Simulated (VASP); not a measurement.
Output of a VASP run:

### OUTCAR
```
 ion  position               nearest neighbor table
   1  0.362  0.638  0.548-   2 2.46   3 2.48   3 2.48   4 2.60   4 2.60   2 2.88   2 2.88   3 2.89
                             3 2.89
   2  0.638  0.362  0.452-   1 2.46   4 2.48   4 2.48   3 2.60   3 2.60   1 2.88   1 2.88   4 2.89
                             4 2.89
   3  0.862  0.138  0.952-   4 2.46   1 2.48   1 2.48   2 2.60   2 2.60   4 2.88   4 2.88   1 2.89
                             1 2.89
   4  0.138  0.862  0.048-   3 2.46   2 2.48   2 2.48   1 2.60   1 2.60   3 2.88   3 2.88   2 2.89
                             2 2.89
  LATTYP: Found a base centered orthorhombic cell.
 ALAT       =     4.1437042354
 B/A-ratio  =     2.1326420409
 C/A-ratio  =     0.8145906708
 Subroutine PRICEL returns:
 Original cell was already a primitive cell.
 Subroutine GETGRP returns: Found  8 space group operations
The static configuration has the point symmetry C_2h.
 The point group associated with its full space group is D_2h.
The dynamic configuration has the point symmetry C_2h.
 Subroutine INISYM returns: Found  8 space group operations
 Subroutine IBZKPT returns following result:
 Found     80 irreducible k-points:

 Following reciprocal coordinates:
            Coordinates               Weight
  0.000000  0.000000  0.000000      1.000000
  0.142857  0.000000  0.000000      4.000000
  0.285714  0.000000  0.000000      4.000000
  0.428571 -0.000000  0.000000      4.000000
  0.142857  0.142857  0.000000      2.000000
  0.285714  0.142857  0.000000      4.000000
  0.428571  0.142857  0.000000      4.000000
 -0.428571  0.142857  0.000000      4.000000
 -0.285714  0.142857  0.000000      4.000000
 -0.142857  0.142857  0.000000      2.000000
  0.285714  0.285714  0.000000      2.000000
  0.428571  0.285714  0.000000      4.000000
 -0.428571  0.285714  0.000000      4.000000
 -0.285714  0.285714  0.000000      2.000000
  0.428571  0.428571  0.000000      2.000000
 -0.428571  0.428571  0.000000      2.000000
  0.000000  0.000000  0.125000      2.000000
  0.142857  0.000000  0.125000      8.000000
  0.285714  0.000000  0.125000      8.000000
  0.428571 -0.000000  0.125000      8.000000
  0.142857  0.142857  0.125000      4.000000
  0.285714  0.142857  0.125000      8.000000
  0.428571  0.142857  0.125000      8.000000
 -0.428571  0.142857  0.125000      8.000000
 -0.285714  0.142857  0.125000      8.000000
 -0.142857  0.142857  0.125000      4.000000
  0.285714  0.285714  0.125000      4.000000
  0.428571  0.285714  0.125000      8.000000
 -0.428571  0.285714  0.125000      8.000000
 -0.285714  0.285714  0.125000      4.000000
  0.428571  0.428571  0.125000      4.000000
 -0.428571  0.428571  0.125000      4.000000
  0.000000  0.000000  0.250000      2.000000
  0.142857  0.000000  0.250000      8.000000
  0.285714  0.000000  0.250000      8.000000
  0.428571 -0.000000  0.250000      8.000000
  0.142857  0.142857  0.250000      4.000000
  0.285714  0.142857  0.250000      8.000000
  0.428571  0.142857  0.250000      8.000000
 -0.428571  0.142857  0.250000      8.000000
   k-points           NKPTS =     80   k-points in BZ     NKDIM =     80   number of bands    NBANDS=     12
   number of dos      NEDOS =    301   number of ions     NIONS =      4
   total plane-waves  NPLWV =  24576
   dimension x,y,z NGX =    32 NGY =   32 NGZ =   24
   dimension x,y,z NGXF=    64 NGYF=   64 NGZF=   48
   ions per type =               4
   PREC   = accura    normal or accurate (medium, high low for compatibility)
   ISTART =      0    job   : 0-new  1-cont  2-samecut
   ICHARG =      2    charge: 1-file 2-atom 10-const
   ISPIN  =      1    spin polarized calculation?
   LNONCOLLINEAR =      F non collinear calculations
   LSORBIT =      F    spin-orbit coupling
   INIWAV =      1    electr: 0-lowe 1-rand  2-diag
   ENCUT  =  400.0 eV  29.40 Ry    5.42 a.u.   7.96  7.96  5.50*2*pi/ulx,y,z
   NELM   =    100;   NELMIN=  2; NELMDL= -5     # of ELM steps
...
```

OSZICAR:
```
...
DAV:   6    -0.332161199434E+02   -0.15638E-04   -0.42923E-05  2032   0.692E-02    0.275E-03
DAV:   7    -0.332161228720E+02   -0.29286E-05   -0.62109E-06  2016   0.285E-02    0.279E-03
DAV:   8    -0.332161227851E+02    0.86869E-07   -0.11592E-06  1104   0.128E-02
  28 F= -.33216123E+02 E0= -.33216490E+02  d E =-.219519E-02
       N       E                     dE             d eps       ncg     rms          rms(c)
DAV:   1    -0.332189047051E+02   -0.27818E-02   -0.13431E-01  2116   0.251E+00    0.227E-01
DAV:   2    -0.332180855326E+02    0.81917E-03   -0.42719E-03  2412   0.493E-01    0.126E-01
DAV:   3    -0.332177256049E+02    0.35993E-03   -0.10599E-03  2164   0.232E-01    0.239E-02
DAV:   4    -0.332177394346E+02   -0.13830E-04   -0.12794E-04  2264   0.981E-02    0.178E-02
DAV:   5    -0.332177389218E+02    0.51275E-06   -0.34391E-05  2104   0.560E-02    0.944E-03
DAV:   6    -0.332177454804E+02   -0.65586E-05   -0.19410E-05  2048   0.455E-02    0.196E-03
DAV:   7    -0.332177472360E+02   -0.17556E-05   -0.23627E-06  1396   0.173E-02    0.174E-03
DAV:   8    -0.332177466946E+02    0.54140E-06   -0.71931E-07  1016   0.929E-03
  29 F= -.33217747E+02 E0= -.33217865E+02  d E =-.381910E-02
       N       E                     dE             d eps       ncg     rms          rms(c)
DAV:   1    -0.332177557174E+02   -0.84814E-05   -0.35744E-04  2128   0.130E-01    0.119E-02
DAV:   2    -0.332177532664E+02    0.24510E-05   -0.11795E-05  2388   0.264E-02    0.648E-03
DAV:   3    -0.332177522976E+02    0.96876E-06   -0.29785E-06  1880   0.130E-02
  30 F= -.33217752E+02 E0= -.33217881E+02  d E =-.382470E-02
       N       E                     dE             d eps       ncg     rms          rms(c)
DAV:   1    -0.332180029184E+02   -0.24965E-03   -0.52103E-03  2032   0.490E-01    0.390E-02
DAV:   2    -0.332180094183E+02   -0.65000E-05   -0.23279E-04  2412   0.116E-01    0.197E-02
DAV:   3    -0.332180023723E+02    0.70461E-05   -0.21666E-05  2312   0.338E-02    0.477E-03
DAV:   4    -0.332180028663E+02   -0.49405E-06   -0.40378E-06  1856   0.153E-02
  31 F= -.33218003E+02 E0= -.33218163E+02  d E =-.250569E-03
       N       E                     dE             d eps       ncg     rms          rms(c)
DAV:   1    -0.332181560702E+02   -0.15370E-03   -0.14101E-02  2028   0.806E-01    0.630E-02
DAV:   2    -0.332181786655E+02   -0.22595E-04   -0.61998E-04  2412   0.190E-01    0.315E-02
DAV:   3    -0.332181576613E+02    0.21004E-04   -0.59517E-05  2316   0.571E-02    0.762E-03
DAV:   4    -0.332181598330E+02   -0.21717E-05   -0.14456E-05  2132   0.311E-02    0.473E-03
DAV:   5    -0.332181562029E+02    0.36301E-05   -0.91796E-06  2040   0.302E-02    0.238E-03
DAV:   6    -0.332181606286E+02   -0.44256E-05   -0.44480E-06  1960   0.216E-02    0.156E-03
DAV:   7    -0.332181605000E+02    0.12856E-06   -0.13532E-07   980   0.397E-03
  32 F= -.33218160E+02 E0= -.33218390E+02  d E =-.408202E-03
       N       E                     dE             d eps       ncg     rms          rms(c)
DAV:   1    -0.332182311086E+02   -0.70480E-04   -0.17167E-03  2096   0.269E-01    0.269E-02
DAV:   2    -0.332182190076E+02    0.12101E-04   -0.91734E-05  2356   0.745E-02    0.138E-02
DAV:   3    -0.332182136681E+02    0.53395E-05   -0.19294E-05  2328   0.302E-02    0.372E-03
DAV:   4    -0.332182140503E+02   -0.38214E-06   -0.27851E-06  1776   0.130E-02
  33 F= -.33218214E+02 E0= -.33218468E+02  d E =-.535503E-04
```

File OUTCAR:
```
------------------------ aborting loop because EDIFF is reached ----------------------------------------
  FORCE on cell =-STRESS in cart. coord.  units (eV):
  Direction    XX          YY          ZZ          XY          YZ          ZX
  --------------------------------------------------------------------------------------
  Total        0.0084097     -0.0473967      0.0057745      0.0000000     -0.0000000      0.0000000
  in kB        0.2002861     -1.1288000      0.1375250      0.0000000     -0.0000000      0.0000000
  external PRESSURE =      -0.2636630 kB  Pullay stress =       0.0000000 kB
  volume of cell :       67.27
      direct lattice vectors                 reciprocal lattice vectors
     2.360206860 -3.822542533 -0.000000000     0.211845838 -0.130802992 -0.000000000
     2.360206860  3.822542533  0.000000000     0.211845838  0.130802992  0.000000000
     0.000000000 -0.000000000  3.728283850     0.000000000 -0.000000000  0.268219921
 POSITION                                       TOTAL-FORCE (eV/Angst)
 -----------------------------------------------------------------------------------
      2.36021      1.13658      2.40707         0.000000      0.003344     -0.001807
      2.36021     -1.13658      1.32122         0.000000     -0.003344      0.001807
      2.36021     -2.68596      3.18536         0.000000      0.003344      0.001807
      2.36021      2.68596      0.54292         0.000000     -0.003344     -0.001807
 -----------------------------------------------------------------------------------
    total drift:                                0.000000      0.000000      0.000000
  FREE ENERGIE OF THE ION-ELECTRON SYSTEM (eV)
  ---------------------------------------------------
  free  energy   TOTEN  =       -33.2182140503 eV

  energy  without entropy=      -33.2189767435  energy(sigma->0) =      -33.21846828

 reached required accuracy - stopping structural energy minimisation
```
(Selected blocks of OUTCAR.)

POSCAR:
```
Si
1
    2.0718521177    -4.4185189288    -0.0000000000
    2.0718521177     4.4185189288     0.0000000000
    0.0000000000     0.0000000000     3.3754228127
Si
4
Direct
  0.3617934193   0.6382065807   0.5475899479
  0.6382065807   0.3617934193   0.4524100521
  0.8617934193   0.1382065807   0.9524100521
  0.1382065807   0.8617934193   0.0475899479
```

Write an INCAR and KPOINTS that could have produced this output.

One answer among several that fit: the input of the run itself, r2SCAN meta-GGA, plane waves, VASP's PBE PAW potentials (set 64).

INCAR:
```
SYSTEM = Si
PREC = Accurate
ENCUT = 400
EDIFF = 1E-6
NELM = 100
ALGO = Normal
LREAL = .FALSE.
LASPH = .TRUE.
ISMEAR = 1
SIGMA = 0.1
METAGGA = R2SCAN
LMIXTAU = .TRUE.
LWAVE = .FALSE.
LCHARG = .FALSE.
IBRION = 2
ISIF = 3
NSW = 60
EDIFFG = -0.02
```

KPOINTS:
```
Automatic mesh
0
Gamma
7 7 8
0 0 0
```

POTCAR, in this order: Si (PBE.64 set). Program: vasp_std.

Energy and stress use the plane-wave basis of the starting cell.

The structure was generated: Si was put into the black-P type (Cmce), which need not be its known phase. This run relaxes it. Symmetry was kept, so distortions that lower it aren't found. The start is the result of an earlier pass.
